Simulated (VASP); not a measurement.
These are PBEsol GGA, VASP's PBE PAW potentials (set 64) (plane waves; VASP 6.6.1) values and carry that method's errors.

The input files of a VASP run:

KPOINTS:
```
Automatic mesh
0
Gamma
5 5 4
0 0 0
```

### POSCAR
```
SnO
1
    3.8053850460     0.0000000000     0.0000000000
    0.0000000000     3.8053850460     0.0000000000
    0.0000000000    -0.0000000000     4.7244464225
Sn O
2 2
Direct
  0.5000000000   0.0000000000   0.2445847158
  0.0000000000   0.5000000000   0.7554152842
  0.0000000000   0.0000000000   0.0000000000
  0.5000000000   0.5000000000   1.0000000000
```

INCAR:
```
! general
SYSTEM  = SnO
PREC    = Accurate
ENCUT   = 520   ! plane-wave cut-off (eV)
LREAL   = F   ! projection in real space or not
LASPH   = T   ! aspherical one-centre terms

! electronic loop
EDIFF   = 1E-6   ! SCF stop (eV)
NELM    = 100
ALGO    = Normal
LMAXMIX = 4   ! l cut-off of mixed one-centre charges

! smearing
ISMEAR  = 0
SIGMA   = 0.05   ! width (eV)

! functional
GGA     = PS   ! PBEsol

! ions
IBRION  = 2   ! conjugate gradients
NSW     = 60   ! most ionic steps
ISIF    = 3   ! ions, shape and volume
EDIFFG  = -0.02   ! ionic stop

! output
LWAVE   = F
LCHARG  = F
```

POTCAR, in this order: Sn_d O (PBE.64 set). Program: vasp_std.

The run wrote:

File OUTCAR:
```
 ion  position               nearest neighbor table
   1  0.500  0.000  0.245-   3 2.23   4 2.23   4 2.23   3 2.23   2 3.55   2 3.55   2 3.55   2 3.55
                             2 3.61   2 3.61   2 3.61   2 3.61
   2  0.000  0.500  0.755-   3 2.23   4 2.23   3 2.23   4 2.23   1 3.55   1 3.55   1 3.55   1 3.55
                             1 3.61   1 3.61   1 3.61   1 3.61
   3  0.000  0.000  0.000-   1 2.23   2 2.23   2 2.23   1 2.23
   4  0.500  0.500  0.000-   1 2.23   2 2.23   1 2.23   2 2.23
  LATTYP: Found a simple tetragonal cell.
 ALAT       =     3.8053850460
 C/A-ratio  =     1.2415160005
 Subroutine PRICEL returns:
 Original cell was already a primitive cell.
 Subroutine GETGRP returns: Found 16 space group operations
The static configuration has the point symmetry D_2d.
 The point group associated with its full space group is D_4h.
The dynamic configuration has the point symmetry D_2d.
 Subroutine INISYM returns: Found 16 space group operations
 Subroutine IBZKPT returns following result:
 Found     18 irreducible k-points:

 Following reciprocal coordinates:
            Coordinates               Weight
  0.000000  0.000000  0.000000      1.000000
  0.200000  0.000000  0.000000      4.000000
  0.400000  0.000000  0.000000      4.000000
  0.200000  0.200000  0.000000      4.000000
  0.400000  0.200000  0.000000      8.000000
  0.400000  0.400000  0.000000      4.000000
  0.000000  0.000000  0.250000      2.000000
  0.200000  0.000000  0.250000      8.000000
  0.400000  0.000000  0.250000      8.000000
  0.200000  0.200000  0.250000      8.000000
  0.400000  0.200000  0.250000     16.000000
  0.400000  0.400000  0.250000      8.000000
  0.000000  0.000000  0.500000      1.000000
  0.200000  0.000000  0.500000      4.000000
  0.400000  0.000000  0.500000      4.000000
  0.200000  0.200000  0.500000      4.000000
  0.400000  0.200000  0.500000      8.000000
  0.400000  0.400000  0.500000      4.000000
...
```

OSZICAR:
```
       N       E                     dE             d eps       ncg     rms          rms(c)
DAV:   1     0.402077761270E+03    0.40208E+03   -0.20647E+04   872   0.259E+03
DAV:   2     0.271212627716E+02   -0.37496E+03   -0.36912E+03   952   0.578E+02
DAV:   3    -0.253376918530E+02   -0.52459E+02   -0.52106E+02  1024   0.192E+02
DAV:   4    -0.273729054026E+02   -0.20352E+01   -0.20335E+01   968   0.424E+01
DAV:   5    -0.274315323313E+02   -0.58627E-01   -0.58606E-01  1160   0.718E+00    0.108E+01
DAV:   6    -0.242705756410E+02    0.31610E+01   -0.21383E+01  1456   0.503E+01    0.462E+00
DAV:   7    -0.242429394980E+02    0.27636E-01   -0.19757E+00   984   0.918E+00    0.248E+00
DAV:   8    -0.242330692612E+02    0.98702E-02   -0.55022E-01  1248   0.523E+00    0.102E+00
DAV:   9    -0.242094050259E+02    0.23664E-01   -0.16422E-01  1344   0.400E+00    0.234E-01
DAV:  10    -0.242112335458E+02   -0.18285E-02   -0.17480E-02  1288   0.125E+00    0.188E-01
DAV:  11    -0.242103858125E+02    0.84773E-03   -0.49956E-03  1328   0.693E-01    0.232E-02
DAV:  12    -0.242104464311E+02   -0.60619E-04   -0.58972E-04   928   0.150E-01    0.348E-02
DAV:  13    -0.242104365115E+02    0.99196E-05   -0.49539E-05  1312   0.701E-02    0.516E-03
DAV:  14    -0.242104368862E+02   -0.37469E-06   -0.29443E-06   976   0.146E-02
   1 F= -.24210437E+02 E0= -.24210437E+02  d E =-.242104E+02
       N       E                     dE             d eps       ncg     rms          rms(c)
DAV:   1    -0.242136986372E+02   -0.32621E-02   -0.82747E-02  1096   0.449E+00    0.362E-01
DAV:   2    -0.242111080911E+02    0.25905E-02   -0.11329E-02  1176   0.118E+00    0.122E-01
DAV:   3    -0.242106753421E+02    0.43275E-03   -0.10320E-03  1080   0.676E-01    0.505E-02
DAV:   4    -0.242105945409E+02    0.80801E-04   -0.31547E-04  1328   0.305E-01    0.146E-02
DAV:   5    -0.242105884996E+02    0.60412E-05   -0.73263E-05  1192   0.898E-02    0.777E-03
DAV:   6    -0.242105859829E+02    0.25167E-05   -0.48841E-06   888   0.247E-02    0.332E-03
DAV:   7    -0.242105857713E+02    0.21163E-06   -0.10512E-06   576   0.115E-02
   2 F= -.24210586E+02 E0= -.24210586E+02  d E =-.148885E-03
       N       E                     dE             d eps       ncg     rms          rms(c)
DAV:   1    -0.242106308081E+02   -0.44825E-04   -0.11905E-03  1096   0.535E-01    0.438E-02
DAV:   2    -0.242105934883E+02    0.37320E-04   -0.16757E-04  1168   0.141E-01    0.146E-02
DAV:   3    -0.242105873916E+02    0.60967E-05   -0.14935E-05  1104   0.809E-02    0.616E-03
DAV:   4    -0.242105858364E+02    0.15552E-05   -0.45051E-06   944   0.374E-02    0.175E-03
DAV:   5    -0.242105853880E+02    0.44842E-06   -0.92272E-07   472   0.117E-02
   3 F= -.24210585E+02 E0= -.24210585E+02  d E =-.148502E-03
       N       E                     dE             d eps       ncg     rms          rms(c)
DAV:   1    -0.242111114506E+02   -0.52561E-03   -0.65172E-02  1352   0.204E+00    0.133E-01
DAV:   2    -0.242107569591E+02    0.35449E-03   -0.18084E-03  1152   0.464E-01    0.421E-02
DAV:   3    -0.242106987678E+02    0.58191E-04   -0.16268E-04  1104   0.259E-01    0.168E-02
DAV:   4    -0.242106882036E+02    0.10564E-04   -0.47387E-05  1328   0.112E-01    0.536E-03
DAV:   5    -0.242106864123E+02    0.17914E-05   -0.11053E-05  1192   0.357E-02    0.300E-03
DAV:   6    -0.242106861004E+02    0.31192E-06   -0.68568E-07   448   0.121E-02
   4 F= -.24210686E+02 E0= -.24210686E+02  d E =-.100712E-03
```

### OUTCAR
```
------------------------ aborting loop because EDIFF is reached ----------------------------------------
  FORCE on cell =-STRESS in cart. coord.  units (eV):
  Direction    XX          YY          ZZ          XY          YZ          ZX
  --------------------------------------------------------------------------------------
  Total       -0.0336381     -0.0336381      0.0402984      0.0000000      0.0000000      0.0000000
  in kB       -0.7843780     -0.7843780      0.9396842      0.0000000      0.0000000      0.0000000
  external PRESSURE =      -0.2096906 kB  Pullay stress =       0.0000000 kB
  volume of cell :       68.71
      direct lattice vectors                 reciprocal lattice vectors
     3.811290567  0.000000000  0.000000000     0.262378316  0.000000000  0.000000000
     0.000000000  3.811290567  0.000000000     0.000000000  0.262378316  0.000000000
     0.000000000  0.000000000  4.730122126     0.000000000  0.000000000  0.211411032
 POSITION                                       TOTAL-FORCE (eV/Angst)
 -----------------------------------------------------------------------------------
      1.90565      0.00000      1.15355         0.000000     -0.000000     -0.009718
      3.81129      1.90565      3.57657        -0.000000     -0.000000      0.009718
      3.81129      0.00000      0.00000         0.000000     -0.000000      0.000000
      1.90565      1.90565      0.00000         0.000000      0.000000      0.000000
 -----------------------------------------------------------------------------------
    total drift:                                0.000000      0.000000     -0.000000
  FREE ENERGIE OF THE ION-ELECTRON SYSTEM (eV)
  ---------------------------------------------------
  free  energy   TOTEN  =       -24.2106861004 eV

  energy  without entropy=      -24.2106860865  energy(sigma->0) =      -24.21068609

 reached required accuracy - stopping structural energy minimisation
```
(Selected blocks of OUTCAR.)

CONTCAR:
```
SnO
   1.00000000000000
     3.8112905667479020    0.0000000000000000    0.0000000000000000
     0.0000000000000000    3.8112905667479020    0.0000000000000000
     0.0000000000000000    0.0000000000000000    4.7301221257052246
  Sn              O
     2     2
Direct
     0.5000000000000000    0.0000000000000000    0.2438735448735024
     1.0000000000000000    0.5000000000000000    0.7561264551264977
     1.0000000000000000    0.0000000000000000    0.0000000000000000
     0.5000000000000000    0.5000000000000000    0.0000000000000000
```

Without a dispersion term in the relaxation, distances and binding between the weakly bound layers, chains or molecules are unreliable, and so is what depends on them.

The structure comes from a measured SnO entry (P4/nmm) of the Crystallography Open Database, whose conditions weren't checked. This run relaxes it. Symmetry was kept, so distortions that lower it aren't found. The start is the result of an earlier pass.
